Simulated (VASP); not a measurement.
Given:

```yaml
crystal:
  lattice:
    - [6.31136, 0.00000, 0.00000]
    - [0.00000, 6.46567, 0.00000]
    - [0.00000, 0.00000, 4.17879]
  atoms:
    - { symbol: Ca, position: [0.49654, 0.50450, 0.51367] }
    - { symbol: Ca, position: [0.99792, 0.00955, 0.99174] }
    - { symbol: Cl, position: [0.78012, 0.16352, 0.51803] }
    - { symbol: Cl, position: [0.21941, 0.82151, 0.49395] }
    - { symbol: Cl, position: [0.28299, 0.32200, 0.00196] }
    - { symbol: Cl, position: [0.72301, 0.67893, 0.98066] }
```

Level of theory: PBEsol GGA, VASP's PBE PAW potentials (set 64) (plane waves; VASP 6.6.1). Numerical set-up: 300 eV cut-off, 3×3×5 Γ-centred mesh, Gaussian smearing of 0.010 eV, potentials Ca_sv Cl.

At this cut-off the stress carries a Pulay error, which pulls relaxed volumes low.

Question: What does the run give for the energy per atom (σ→0), pressure, largest force, band gap (on the k-mesh) with the smallest direct gap where there is one?

Answer: 
```
Item                                         Result
-----------------------------------  --------------
band gap (on the k-mesh)                    5.30 eV
smallest direct gap (on the k-mesh)         5.30 eV
energy per atom (σ→0)                -4424 meV/atom
pressure                                 -11.1 kbar
largest force                            0.534 eV/Å
```

The absolute energy has meaning only against runs of the same code, potentials and settings.

The structure comes from a computed database's CaCl2 entry; how it stands against other phases isn't given here. The cell was not relaxed at this level, atoms are displaced from their ideal sites.
